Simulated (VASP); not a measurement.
A run of VASP 6.6.1:

Contents of INCAR:

```
SYSTEM = LiH17O9
ALGO     = Normal         ! electronic algorithm
EDIFF    = 1E-6           ! SCF threshold, eV
ENCUT    = 520            ! plane-wave cutoff, eV
ISIF     = 2              ! what is computed and relaxed
ISMEAR   = -1             ! smearing method
LASPH    = .True.         ! aspherical terms in the spheres
LCHARG   = .False.        ! write CHGCAR
LREAL    = Auto         
LWAVE    = .False.        ! write WAVECAR
NBANDS   = 56             ! bands
NELM     = 100            ! most SCF steps
PREC     = Accurate       ! precision mode
SIGMA    = 0.02           ! smearing width, eV
```

Contents of KPOINTS:

```
k-points
0
Gamma
  1 1 1
  0 0 0
```

Contents of POSCAR:

```
LiH17O9
1.0
    6.5731380000      0.0000000000      0.0000000000
    0.0000000000      6.5731380000      0.0000000000
    0.0000000000      0.0000000000      6.5731380000
O H Li
9 17 1
Direct
    0.5088285078      0.2741308641      0.8858934652
    0.1734483591     -0.0205989894      0.0551639111
    0.2988983344      0.5535864301      0.3095173112
    0.6968361230      0.8139643501      0.2161372544
    0.4913026320      0.7711993876      0.8383971248
    1.0734751043      0.2614580738      0.4367776852
    0.9226186945      0.3060334349      1.0819185601
    0.0557876618      0.8290560764      0.5168003471
    0.1692038110      0.5222011161      0.9177808225
    0.3777952022      0.3563594740      0.8909291118
    0.5625471426      0.2564224272      0.7493072563
    0.0776341528      0.0938821001      0.0572785784
    0.0790185753     -0.1411654525      0.0431757252
    0.2637248754      0.5593371081      0.1669522228
    0.2473095803      0.4236637052      0.3611060653
    0.7925742621      0.8382602039      0.3327938650
    0.5682826072      0.7545406775      0.2785884002
    0.3715729078      0.6685391361      0.8736618644
    0.6143488848      0.6831288191      0.8461407626
    0.9776304712      0.2927216803      0.3164394236
    1.0714517176      0.1053834561      0.4449777260
    1.0161660991      0.4099259745      0.9906988108
    0.7815749494      0.3047250796      1.0238184563
    0.1143593821      0.8897728908      0.6436955987
    0.1697362812      0.7387795601      0.4596282628
    0.1254804022      0.5353911632      0.7763871685
    0.4506066965      0.9918702452     -0.0191841401
```

Potentials or basis: VASP PAW LDA potentials, release 64 (O, H, Li_sv).

Launch:

```sh
$ cat potpaw_LDA.64/O/POTCAR potpaw_LDA.64/H/POTCAR potpaw_LDA.64/Li_sv/POTCAR > POTCAR
$ mpirun -np 1 vasp_gam > vasp.out
```

Hardware: 1 thread of AMD EPYC 9R45 (Zen 5) (shared host).

Estimate the wall time of this run.

It took 18 s on 1 thread of AMD EPYC 9R45 (Zen 5), with other jobs on the host, peak memory 0.22 GiB. Counts: scf iterations 17, k points 1.
